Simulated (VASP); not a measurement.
These are revPBE GGA, VASP's PBE PAW potentials (set 64) (plane waves; VASP) values and carry that method's errors.

Input for VASP

POSCAR:
```
CsSnI3
1
    6.3565618997    -0.0000000000    -0.0000000000
   -0.0000000000     6.3565618997     0.0000000000
   -0.0000000000    -0.0000000000     6.3565618997
Cs Sn I
1 1 3
Direct
  0.0000000000   0.0000000000   0.0000000000
  0.5000000000   0.5000000000   0.5000000000
  0.5000000000   0.0000000000   0.5000000000
  0.0000000000   0.5000000000   0.5000000000
  0.5000000000   0.5000000000   0.0000000000
```

**INCAR**
```
! general
SYSTEM =CsSnI3
PREC   =Accurate
ENCUT  =520
LREAL  =.FALSE.
LASPH  =.TRUE.

! electronic loop
EDIFF  =1E-7
NELM   =100
ALGO   =Normal
LMAXMIX=4

! smearing
ISMEAR =-5

! functional
GGA    =RE

! ions
ISIF   =2

! output
LWAVE  =.FALSE.
LCHARG =.TRUE.
LORBIT =11
NEDOS  =601

! other
LEFG   =.TRUE.
```

File KPOINTS:
```
Automatic mesh
0
Gamma
4 4 4
0 0 0
```

POTCAR, in this order: Cs_sv Sn_d I (PBE.64 set). Program: vasp_std.

Unless said otherwise, spin-orbit coupling is left out, though it shifts the bands of the heavy elements here.

Q: What does the run give for the energy per atom (σ→0), band gap (on the k-mesh)?

A: 
```json
{
  "energy per atom (σ→0)": "-2.594 eV/atom",
  "band gap (on the k-mesh)": "0.62 eV"
}
```

File OSZICAR:
```
...
DAV:  11    -0.129688142832E+02   -0.24206E-03   -0.79471E-04   558   0.196E-01    0.264E-02
DAV:  12    -0.129688275957E+02   -0.13312E-04   -0.74468E-05   660   0.619E-02    0.298E-02
DAV:  13    -0.129688278315E+02   -0.23580E-06   -0.61887E-06   588   0.167E-02    0.128E-02
DAV:  14    -0.129688272640E+02    0.56744E-06   -0.36360E-06   636   0.145E-02    0.244E-03
DAV:  15    -0.129688273824E+02   -0.11833E-06   -0.53541E-07   558   0.509E-03    0.194E-03
DAV:  16    -0.129688275989E+02   -0.21648E-06   -0.35033E-08   366   0.125E-03    0.386E-04
DAV:  17    -0.129688276466E+02   -0.47749E-07   -0.14861E-08   346   0.967E-04
   1 F= -.12968828E+02 E0= -.12968828E+02  d E =0.000000E+00
```

The compound is CsSnI3 in the cubic perovskite structure, the ideal cubic form; the compound distorts at low or room temperature. It was relaxed first, which changed the volume by +7 %.
